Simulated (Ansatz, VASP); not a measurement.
# Cross-check of LiBe between VASP and Ansatz

Aim: how closely do two programs agree when they are given the same cell, functional and k mesh? The cell is taken from a series of runs on this material, whose earlier steps may have relaxed, scaled, displaced or heated it; both programs get it as it stands.

Main program and level: Ansatz 0.2.0; plane waves, with VASP 6.6.1 beside it; zone-centre phonons at PBEsol.

**1. Set-up**

It takes space group Pm-3m (No. 221, cubic). The conventional cell has a = 2.802 Å, b = 2.802 Å, c = 2.802 Å, α = 90.00°, β = 90.00°, γ = 90.00°. Li has 8 Be at 2.43 Å nearest. Nearest to Be lie 8 Li at 2.43 Å. Farther neighbours are not listed.

**2. Ansatz: zone-centre phonons, PBEsol**

Ansatz runs on its PAW soft_1 files.

Second derivatives magnify differences that forces hide, and they need a tight electronic threshold.

input.yaml

```yaml
crystal:
  lattice:
    - [2.8019923598, 0.0, 0.0]
    - [0.0, 2.8019923598, 0.0]
    - [0.0, 0.0, 2.8019923598]
  atoms:
    - { symbol: Li, position: [0.0, 0.0, 0.0] }
    - { symbol: Be, position: [0.5, 0.5, 0.5] }
kpoints:
  mp_grid: { grid: [16, 16, 16] }
hamiltonian:
  xc: pbesol
  pseudopotentials: { kind: paw, azcp: { folder: soft_1 }, xc_functional: pbe }
scf:
  occupations: { method: methfessel_paxton, width: 0.2 }
output:
  eigenvalues: true
phonons:
  method: dfpt
  qmesh: [4, 4, 4]
  temperatures: { t_max: 1000, t_step: 50 }
  qpath:
    path:
      - [[0.0, 0.0, 0.0], [0.0, 0.5, 0.0], [0.5, 0.5, 0.0], [0.0, 0.0, 0.0], [0.5, 0.5, 0.5], [0.0, 0.5, 0.0]]
      - [[0.5, 0.5, 0.5], [0.5, 0.5, 0.0]]
    npoints: 10
```

Launch:

```
> ansatz run input.yaml --threads 4 --pin off --max-ram 10240MiB --backend cpu --events-out ev --progress --plain --runs-dir out
```

Numbers of over 12 decimals in the logs are rounded to 6 here.

Log:

```text
Engine: ansatz 0.2.0, aarch64-unknown-linux-gnu
Pseudopotentials: kind: paw
Pseudopotential: Li, paw, valence charge 3, recommended cutoff 420 eV (normal), soft_1/Li.paw.azcp
Pseudopotential: Be, paw, valence charge 2, recommended cutoff 420 eV (normal), soft_1/Be.paw.azcp
Functional definition: PBEsol
  exchange = pbesol_x
  correlation = pbesol_c
Crystal: 2 atoms, lattice volume = 21.999 Å³
Basis set: ecut = 420 eV, 437 PW (Γ), exchange–correlation on 40×40×40 points (8 copies of the dense FFT grid, shifted against one another)
Bands: 7, of which v1, the nominal top of the filled ones, is band 3 counted from 1 (2 counted from 0)
Symmetry: 48 space group operations
k-points: 165 of 4096
Non-local potential: Li, projectors of the file, l = 0: 3, l = 1: 2, l = 2: 1
Non-local potential: Be, projectors of the file, l = 0: 2, l = 1: 2, l = 2: 1
PAW form: soft (Blöchl's): semilocal exchange-correlation on the pseudo side does not see the compensation charge
PAW frozen core: Be, regenerated for the run's functional, and the local potential with it (the file was generated under x = pbe(κ = 0.804, μ = 0.219515), c = pbe(β = 0.066725))
PAW one-centre angular grid: Li, 110 points (default); XC on 64 Gauss nodes
PAW one-centre angular grid: Be, 110 points (default); XC on 64 Gauss nodes
Initial density: superposition of atomic densities (chi_scale 0.1, normalization cell, long waves kept (reshape's long-wave potential 0.00 eV rms))
Initial wavefunctions: pseudopotential atomic-orbital guess
Functional: x = pbesol(κ = 0.804, μ = 0.123457), c = pbesol(β = 0.046)
SCF iter   1: F=—  HF=-292.635010 eV  |F-HF|=—  |Δ(HF+E_count)|=         —  Δρ=9.03e-3  dr2=1.70e-2  ethr=3.10e-3  ⟨swp⟩=5.3  Hψ=8856  notcnv=0
preconditioner: auto → none  [metal: Δε(μ)=0.104 eV  Ē_g=10.508 eV  σ=0.200 eV  W_gap=0.40  n_scr=0 (ndim 8)  ℏωp=13.7 eV  f_vac=0.000  D(μ)=0.32/eV (n_scr^D=0)]
SCF iter   2: F=—  HF=-292.608095 eV  |F-HF|=—  |Δ(HF+E_count)|=   2.69e-2  S|Δr|=    0.00e0  Δρ=4.13e-3  dr2=2.70e-3  ethr=3.39e-4  ⟨swp⟩=1.0  Hψ=2475  notcnv=0  defer=1
SCF iter   3: F=—  HF=-292.610431 eV  |F-HF|=—  |Δ(HF+E_count)|=   2.34e-3  S|Δr|=    0.00e0  Δρ=3.27e-4  dr2=1.30e-5  ethr=5.41e-5  ⟨swp⟩=2.0  Hψ=1507  notcnv=0  defer=2
SCF iter   4: F=—  HF=-292.610448 eV  |F-HF|=—  |Δ(HF+E_count)|=   1.70e-5  S|Δr|=    0.00e0  Δρ=2.71e-5  dr2=5.60e-8  ethr=2.60e-7  ⟨swp⟩=2.0  Hψ=1344  notcnv=0  defer=2
SCF iter   5: F=—  HF=-292.610448 eV  |F-HF|=—  |Δ(HF+E_count)|=   3.79e-7  S|Δr|=    0.00e0  Δρ=2.49e-6  dr2=5.39e-10  ethr=1.12e-9  ⟨swp⟩=2.7  Hψ=1479  notcnv=0  defer=2
SCF iter   6: F=-292.610448 eV  HF=-292.610448 eV  |F-HF|=1.19e-12  |Δ(HF+E_count)|=  9.32e-11  S|Δr|=    0.00e0  Δρ=1.18e-7  dr2=3.64e-12  ethr=1.00e-12  ⟨swp⟩=5.9  Hψ=3783  notcnv=0
the search or the solves at the SCF's close seem to have found levels that the self-consistency loop had missed (the run counts 1). By its estimate they hold under 1e-12 electrons; where the run keeps them, the occupations were computed again with them
SCF 1 converged in 6 iterations: F = -292.610448 eV  dr2 = 3.64e-12
  greatest PAW one-centre occupation: 1.000 electrons in one spin orbital (limit 2), on the Li atom at site 0 (counted from 0), in its partial waves of l = 0
phonons: the bands overlap, so this run is a metal and interpolates without the dipole-dipole term. If the crystal is really an insulator or semiconductor, its LO-TO splitting is missing
NSCF: frozen V_eff on 165 k-points
NSCF: frozen V_eff on 405 k-points
DFPT response loops at q = (0, 0, 0) (fractional): preconditioner auto → Kerker (q_TF=auto, 2.131 Å⁻¹) (partly filled bands, converged f_vac=0.000); β = 1.00, the filter's whole step (`scf.mixing.beta` (0.50) is not read by the response loops under this deck's `scf.mixing.preconditioner`; to damp them name `kerker` or `kerker_dos`, under which they read `scf.mixing.beta`, and type it under 1.00, their step now; both keys bind the ground state too); Broyden in place of MSR1
NSCF: frozen V_eff on 2592 k-points
DFPT response loops at q = (0, 0, 0.25) (fractional): mixed as the last ones told, above
NSCF: frozen V_eff on 1458 k-points
DFPT response loops at q = (0, 0, -0.5) (fractional): mixed as the last ones told, above
NSCF: frozen V_eff on 4608 k-points
DFPT response loops at q = (0, 0.25, 0.25) (fractional): mixed as the last ones told, above
NSCF: frozen V_eff on 2592 k-points
DFPT response loops at q = (0, 0.25, -0.5) (fractional): mixed as the last ones told, above
NSCF: frozen V_eff on 1458 k-points
DFPT response loops at q = (0, -0.5, -0.5) (fractional): mixed as the last ones told, above
NSCF: frozen V_eff on 4352 k-points
DFPT response loops at q = (0.25, 0.25, 0.25) (fractional): mixed as the last ones told, above
NSCF: frozen V_eff on 4608 k-points
DFPT response loops at q = (0.25, 0.25, -0.5) (fractional): mixed as the last ones told, above
NSCF: frozen V_eff on 2592 k-points
DFPT response loops at q = (0.25, -0.5, -0.5) (fractional): mixed as the last ones told, above
NSCF: frozen V_eff on 810 k-points
DFPT response loops at q = (-0.5, -0.5, -0.5) (fractional): mixed as the last ones told, above
SCF converged after 6 iterations
Stability not checked: this state was not tested for a lower state beside it, because cold or Methfessel-Paxton smearing, or corrected tetrahedra, fill the levels in a way that the test cannot read (fill_not_monotonic; see scf.lower_state_search)
Free energy (F): -292.610448 eV
Harris-Foulkes:  -292.610448 eV  (|F-HF|=1.19e-12)
Internal energy: -292.612762 eV  (E = F + TS)
E sigma→0 (E₀):  -292.611026 eV
Entropy (-TS):   0.002314 eV (1.157 meV/atom)
Fermi energy:    3.680903 eV
--- Per-component energies (eV) ---
  E_band       = -77.315521
  E_kinetic    = 34.993642
  E_local      = -123.321884  (includes V_loc(G=0)·N_el)
  E_nonlocal   = -14.967083
  E_hartree    = 37.339552
  E_xc         = -27.803688
  E_vxc        = -30.599380  (∫ρ·V_xc dr)
  E_paw        = -79.358805  (= ΣΔE_a)
  E_vpaw       = -18.100159  (= ΣTr[D̂ρ^β])
  E_aug_tail   = 0.000249  (compensation charges beyond the density's cutoff)
  E_ewald      = -119.504276
  E_core_change = 0.009531  (= ΣΔE_core)
  E_smearing   = 0.002314  (= −TS)
  E_closure    = -0.000000  (closes the sum)
  Σ components = -292.610448   (vs F -292.610448, Δ=0.00e0)
--- Band table (eV; the first three rows and the last of 165) ---
  k-point 0: bands = ["-40.3545", "-2.8311", "9.8987", "9.8987", "9.8987", "14.4339", "14.4339"]
  k-point 1: bands = ["-40.3537", "-2.7812", "9.2511", "9.9632", "9.9632", "14.5078", "15.1796"]
  k-point 2: bands = ["-40.3514", "-2.6313", "7.9412", "10.1556", "10.1556", "14.7292", "16.7466"]
  k-point 164: bands = ["-40.2944", "6.1080", "6.1080", "6.1080", "8.6632", "8.6632", "8.6632"]
--- Phonons (Γ-DFPT): 2 representative perturbations + reference (Σ response iterations 6) ---
  ASR residual: 6.996e-6 → 0.000e0 eV/Å²; symmetrization residual: 2.120e-7 eV/Å²
  ASR residual per site (eV/Å²): 7.00e-6 5.98e-7
  Γ frequencies (cm⁻¹): 0.00 0.00 0.00 560.32 560.32 560.32
--- Phonons (arbitrary-q DFPT): 10 irreducible q on the 4×4×4 mesh ---
  q = [0.0000, 0.0000, 0.0000] (star 1, of the zone-centre solve; hermiticity 9.37e-8, symmetrization 6.51e-13): -0.00 -0.00 -0.00 560.32 560.32 560.32
  q = [0.0000, 0.0000, 0.2500] (star 6, 4 solved perturbations in 4032 linear systems a pass and spin channel, the states on 1296 of 4096 k-point pairs; hermiticity 8.95e-8, symmetrization 8.72e-14): 174.48 229.25 229.25 489.35 523.95 523.95
  q = [0.0000, 0.0000, -0.5000] (star 3, 4 solved perturbations in 2268 linear systems a pass and spin channel, the states on 729 of 4096 k-point pairs; hermiticity 5.43e-9, symmetrization 2.70e-9): 159.35 394.64 394.64 431.69 431.69 447.15
  q = [0.0000, 0.2500, 0.2500] (star 12, 4 solved perturbations in 7056 linear systems a pass and spin channel, the states on 2304 of 4096 k-point pairs; hermiticity 6.44e-8, symmetrization 3.57e-15): -19.37 276.88 299.61 438.29 490.88 530.29
  q = [0.0000, 0.2500, -0.5000] (star 12, 6 solved perturbations on 1296 of 4096 k-point pairs; hermiticity 1.72e-8, symmetrization 4.24e-9): -2.68 171.89 406.94 412.02 493.66 519.38
  q = [0.0000, -0.5000, -0.5000] (star 3, 4 solved perturbations in 2268 linear systems a pass and spin channel, the states on 729 of 4096 k-point pairs; hermiticity 2.00e-8, symmetrization 2.73e-12): -91.56 -91.56 408.71 432.78 543.97 543.97
  q = [0.2500, 0.2500, 0.2500] (star 8, 2 solved perturbations on 2176 of 4096 k-point pairs; hermiticity 4.65e-8, symmetrization 1.81e-13): 210.19 210.19 257.17 449.75 508.19 508.19
  q = [0.2500, 0.2500, -0.5000] (star 12, 4 solved perturbations in 7056 linear systems a pass and spin channel, the states on 2304 of 4096 k-point pairs; hermiticity 1.19e-8, symmetrization 2.20e-9): 124.01 226.98 300.96 463.96 478.68 528.98
  q = [0.2500, -0.5000, -0.5000] (star 6, 4 solved perturbations in 4032 linear systems a pass and spin channel, the states on 1296 of 4096 k-point pairs; hermiticity 1.53e-8, symmetrization 6.33e-11): 179.39 179.39 320.79 448.11 527.23 527.23
  q = [-0.5000, -0.5000, -0.5000] (star 1, 2 solved perturbations on 405 of 4096 k-point pairs; hermiticity 1.02e-11, symmetrization 5.11e-12): 285.79 285.79 285.79 503.33 503.33 503.33
  sum rule: each row above includes the acoustic sum rule's correction from the zone centre's row sums; it moved no ω² by more than (0.52 cm⁻¹)²
  mesh force constants: q→R imaginary residual 2.76e-18; ASR residual 6.996e-6 → 0.000e0 eV/Å²; symmetrization residual 4.441e-15 eV/Å²
  interpolated dispersion: 62 rows × 6 modes
  density of states and harmonic sums: on the 24×24×24 q-mesh, interpolated from the force constants of a 4×4×4 supercell (no non-analytic term)
  largest difference from the sums on the solved wave vectors: F 8.22e-2 eV, S 1.13e-4 and C_V 3.12e-5 eV/K
  zero-point energy: 0.130483 eV/cell   skipped modes (ω ≤ 0): 89, of them read as no rigid motion or as one in doubt: 86 (1.610e-1 modes/cell left out, lowest -91.56 cm⁻¹)   left out of the sums: 2.69e-2 of the cell's modes: C_V's classical limit lies that fraction below 3 k_B per atom; for a crystal, a wire or a layer, F and S can be off by more, and a phonons.interpolated_qmesh denser along its periods is the remedy for the sampling
```

The column dr2 measures how far the density is from self-consistency, as an energy; F and HF (Harris–Foulkes) agree once it is small.

(Part 1 of 2 ends here.)

[Lines on the potential files, build, host, timing and source positions are cut from VASP's logs without a mark.]

[Logs are printed without paths, hosts, clocks, repeated set-up lines and the standing remarks that a program may print on its own settings, such as how far it seeks lower states.]

[Hosts, paths, dates, database ids (printed as entryN), source tags and the programs' standing remarks are cut or masked in the printed files.]
